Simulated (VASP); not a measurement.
Output of a VASP run:

**OSZICAR**
```
       N       E                     dE             d eps       ncg     rms          rms(c)
DAV:   1     0.621900175456E+02    0.62190E+02   -0.45110E+03   630   0.987E+02
DAV:   2     0.891243729697E+00   -0.61299E+02   -0.60422E+02   780   0.152E+02
DAV:   3    -0.183349378557E+01   -0.27247E+01   -0.27201E+01   810   0.390E+01
DAV:   4    -0.189879862300E+01   -0.65305E-01   -0.65141E-01   942   0.500E+00
DAV:   5    -0.190036500398E+01   -0.15664E-02   -0.15655E-02   925   0.470E-01    0.152E+00
DAV:   6    -0.190102208681E+01   -0.65708E-03   -0.26982E-03   876   0.626E-01    0.911E-01
DAV:   7    -0.190221874678E+01   -0.11967E-02   -0.67293E-03   685   0.110E+00    0.451E-02
DAV:   8    -0.190239234875E+01   -0.17360E-03   -0.33149E-04   951   0.139E-01    0.271E-02
DAV:   9    -0.190240065764E+01   -0.83089E-05   -0.87337E-06   896   0.328E-02    0.805E-03
DAV:  10    -0.190240347565E+01   -0.28180E-05   -0.67018E-06   799   0.220E-02    0.125E-03
DAV:  11    -0.190240345163E+01    0.24014E-07   -0.32331E-07   422   0.571E-03
   1 F= -.19024035E+01 E0= -.19020212E+01  d E =-.114667E-02
```

OUTCAR:
```
------------------------ aborting loop because EDIFF is reached ----------------------------------------
  FORCE on cell =-STRESS in cart. coord.  units (eV):
  Direction    XX          YY          ZZ          XY          YZ          ZX
  --------------------------------------------------------------------------------------
  Total       -0.1783333     -0.1783333     -0.1783333      0.0000000      0.0000000      0.0000000
  in kB       -4.2565863     -4.2565863     -4.2565863      0.0000000      0.0000000      0.0000000
  external PRESSURE =      -4.2565863 kB  Pullay stress =       0.0000000 kB
  volume of cell :       67.12
      direct lattice vectors                 reciprocal lattice vectors
    -2.560200000  2.560200000  2.560200000     0.000000000  0.195297242  0.195297242
     2.560200000 -2.560200000  2.560200000     0.195297242  0.000000000  0.195297242
     2.560200000  2.560200000 -2.560200000     0.195297242  0.195297242  0.000000000
 POSITION                                       TOTAL-FORCE (eV/Angst)
 -----------------------------------------------------------------------------------
      0.00000      0.00000      0.00000         0.000000     -0.000000      0.000000
 -----------------------------------------------------------------------------------
    total drift:                               -0.000000      0.000000      0.000000
  FREE ENERGIE OF THE ION-ELECTRON SYSTEM (eV)
  ---------------------------------------------------
  free  energy   TOTEN  =        -1.9024034516 eV

  energy  without entropy=       -1.9012567824  energy(sigma->0) =       -1.90202123
```
(Selected blocks of OUTCAR.)

File POSCAR:
```
Ba
1
   -2.5602000000     2.5602000000     2.5602000000
    2.5602000000    -2.5602000000     2.5602000000
    2.5602000000     2.5602000000    -2.5602000000
Ba
1
Direct
  0.0000000000   0.0000000000   0.0000000000
```

Q: Write an INCAR and KPOINTS that could have produced this output.

A: This is not unique; one that fits is the input of the run itself, PBE GGA, plane waves, VASP's PBE PAW potentials (set 64).

### KPOINTS
```
Automatic mesh
0
Gamma
9 9 9
0 0 0
```

### INCAR
```
SYSTEM  =  Ba
PREC  =  Accurate; ENCUT  =  575; LREAL  =  F
LASPH  =  T
EDIFF  =  1E-6; NELM  =  100; ALGO  =  Normal
LMAXMIX  =  4
ISMEAR  =  1; SIGMA  =  0.1
GGA  =  PE
ISIF  =  2
LWAVE  =  F; LCHARG  =  F
```

POTCAR, in this order: Ba_sv (PBE.64 set). Program: vasp_std.

The compound is Ba in the bcc structure. The cell was not relaxed at this level. The run is one of a series of settings (ENCUT = 575 against the base run), some of them coarse on purpose.
